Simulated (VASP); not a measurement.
Set up this calculation in VASP 6.6.1, as the native input.

```
Task                   : relaxation of cell and atoms
Functional             : PBE
Potentials or basis    : VASP PAW PBE potentials, release 64 (Mg, C)
Cutoff                 : 600 eV
k mesh                 : 6 × 6 × 4
Occupations            : gaussian, width 0.1 eV
Spin                   : no spin polarisation
Dipole correction      : no
Further INCAR settings : ALGO = Normal; EDIFF = 1e-07; IBRION = 2; EDIFFG = -0.04; NSW = 60; ISIF = 3
```

The structure of Mg2C3 lies in POSCAR:

```
Mg2C3
1.0
    2.4155000000     -2.3500000000      0.0000000000
    2.4155000000      2.3500000000      0.0000000000
   -1.2270700000      0.0000000000      4.8332800000
Mg C
2 3
Direct
    0.8087000000      0.8087000000      0.2011000000
    0.1913000000      0.1913000000      0.7989000000
    0.2989000000      0.2989000000      0.2615000000
    0.7011000000      0.7011000000      0.7385000000
    0.5000000000      0.5000000000      0.5000000000
```

These files were run (other wordings do the same):

INCAR

```
PREC = Accurate
ENCUT = 600
EDIFF = 1E-7
ISMEAR = 0
SIGMA = 0.1
LREAL = F
LASPH = T
NELM = 100
ALGO = Normal
ISIF = 3
LWAVE = F
LCHARG = F
GGA = PE
IBRION = 2
NSW = 60
EDIFFG = -0.04
```

KPOINTS

```
Automatic mesh
0
Gamma
  6 6 4
```

Potentials or basis: VASP PAW PBE potentials, release 64 (Mg, C).

Command:

```console
$ cat potpaw_PBE.64/Mg/POTCAR potpaw_PBE.64/C/POTCAR > POTCAR
$ mpirun -np 1 vasp_std > vasp.out
```

It gave:

The relaxed volume is 10.99 Å³/atom, the relaxed cell is a = 3.367 Å, b = 3.367 Å, c = 5.001 Å, α = 100.08°, β = 100.08°, γ = 88.40° and the space group after relaxing (to 0.05 Å) is C2/m (No. 12). The energy gained by relaxing is 0.9 meV/atom and the ionic steps are 5. The pressure after relaxing is -0.1 GPa, the largest force after relaxing is 0.036 eV/Å and the band gap on the k mesh is 1.75 eV, indirect (least direct gap 2.39 eV).

Wall time 46 s on 1 thread of Intel(R) Xeon(R) 6975P-C (Granite Rapids) (shared host), peak memory 0.2 GiB.
